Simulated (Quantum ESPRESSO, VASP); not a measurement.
An input for Quantum ESPRESSO (PBE, SSSP 1.1.2 efficiency (PBE) pseudopotentials):

```
&CONTROL
   calculation = 'scf'
   prefix = 'run'
   outdir = './tmp/'
   pseudo_dir = './'
   tprnfor = .true.
   tstress = .true.
/
&SYSTEM
   ibrav = 4
   A = 3.5400000003
   C = 5.5500000000
   nat = 2
   ntyp = 1
   ecutwfc = 50
   ecutrho = 400
   occupations = 'smearing'
   smearing = 'gaussian'
   degauss = 0.0036749
   nspin = 2
   starting_magnetization(1) = 0.087
/
&ELECTRONS
   conv_thr = 1.0e-11
   mixing_beta = 0.5
/
ATOMIC_SPECIES
Tm   168.9342  Tm.GGA-PBE-paw-v1.0.UPF
ATOMIC_POSITIONS {crystal}
Tm    0.3333333333    0.6666666667    0.2500000000
Tm    0.6666666667    0.3333333333    0.7500000000
K_POINTS {automatic}
7 7 4  0 0 0
```

Problem. Translate it to VASP.

Solution. One set of files that does it:

### KPOINTS
```
kpoints
0
gamma
7 7 4
```

### INCAR
```
# general
SYSTEM  = Tm
PREC    = Accurate
ENCUT   = 300   # plane-wave cut-off (eV)
LREAL   = .FALSE.   # projection in real space or not
LASPH   = .TRUE.

# electronic loop
EDIFF   = 1E-6   # SCF stop (eV)
NELM    = 100   # most electronic steps
ALGO    = Normal   # blocked Davidson
LMAXMIX = 6   # l cut-off of mixed one-centre charges

# smearing
ISMEAR  = 0   # Gaussian
SIGMA   = 0.05   # width (eV)

# functional
GGA     = PE   # PBE

# spin
ISPIN   = 2   # spin-polarised
MAGMOM  = 2*2.0

# ions
ISIF    = 2   # forces and stress, cell fixed

# output
LWAVE   = .FALSE.
LCHARG  = .FALSE.
LORBIT  = 11
```

POSCAR:
```
Tm
1
    1.7700000000    -3.0657300000     0.0000000000
    1.7700000000     3.0657300000     0.0000000000
    0.0000000000     0.0000000000     5.5500000000
Tm
2
Direct
  0.3333330000   0.6666670000   0.2500000000
  0.6666670000   0.3333330000   0.7500000000
```

POTCAR, in this order: Tm (PBE.64 set). Program: vasp_std.

Both inputs were run and reached self-consistency, which says nothing on mesh or cut-off. Potentials, basis and cut-offs are each code's own, so they don't translate, and total energies aren't comparable.

The structure is a typed Tm crystal (P6_3/mmc). The cell was not relaxed at this level, and it may have been scaled.
